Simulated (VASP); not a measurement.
Here is a VASP 6.6.1 calculation.

File INCAR:

```
SYSTEM = Sc2InSb3
PREC     = Accurate       ! precision mode
ENCUT    = 520            ! plane-wave cutoff, eV
EDIFF    = 1E-6           ! SCF threshold, eV
ISMEAR   = 0              ! smearing method
SIGMA    = 0.1            ! smearing width, eV
LREAL    = .FALSE.        ! projectors in reciprocal space
LASPH    = .TRUE.         ! aspherical terms in the spheres
NELM     = 120            ! most SCF steps
ALGO     = Normal         ! electronic algorithm
ISIF     = 3              ! what is computed and relaxed
LWAVE    = .FALSE.        ! write WAVECAR
LCHARG   = .FALSE.        ! write CHGCAR
GGA      = PE             ! functional
IBRION   = 2              ! ionic algorithm
NSW      = 90             ! ionic steps
EDIFFG   = -0.01          ! ionic threshold
KPAR     = 4
```

The input KPOINTS:

```
Automatic mesh
0
G
  8 8 4
  0 0 0
```

File POSCAR:

```
Sc2InSb3
1.0
    4.2550000000      0.0000000000      0.0000000000
    0.0000000000      4.2550000000      0.0000000000
    0.0000000000      0.0000000000      8.3290000000
Sc In Sb
2 1 3
Direct
    0.0000000000      0.5000000000      0.7014047300
    0.5000000000      0.0000000000      0.2985952700
    0.0000000000      0.0000000000      0.0000000000
    0.5000000000      0.5000000000      0.0000000000
    0.0000000000      0.5000000000      0.3460199300
    0.5000000000      0.0000000000      0.6539800700
```

Potentials or basis: VASP PAW PBE potentials, release 64 (Sc_sv, In_d, Sb).

Run with:

```sh
$ cat potpaw_PBE.64/Sc_sv/POTCAR potpaw_PBE.64/In_d/POTCAR potpaw_PBE.64/Sb/POTCAR > POTCAR
$ mpirun -np 4 vasp_std > vasp.out
```

Task: What does it give for the relaxed cell?

Result: a = 4.215 Å, b = 4.215 Å, c = 8.459 Å, α = 90.00°, β = 90.00°, γ = 90.00°.

Task: Predict the band gap on the k mesh.

Result: None (metal or under the smearing width).

The path:
```
step  energy change (eV)  largest force (eV/Å)  pressure (GPa)  volume (Å³)
   1              0.0000                0.0952           -0.17       150.80
   2             -0.0069                0.0843            0.13       150.21
   3             -0.0076                0.0832            0.28       149.94
   4             -0.0092                0.0640           -0.07       150.82
   5             -0.0092                0.0622           -0.13       150.96
   6             -0.0103                0.0514           -0.11       150.87
   7             -0.0126                0.0447           -0.04       150.60
   8             -0.0135                0.0464            0.08       150.06
   9             -0.0138                0.0433            0.04       150.25
  10             -0.0141                0.0133           -0.11       150.58
  11             -0.0141                0.0162           -0.09       150.53
  12             -0.0143                0.0036            0.02       150.26
```

The run has no spin-orbit coupling, so splittings on Sb are missing.
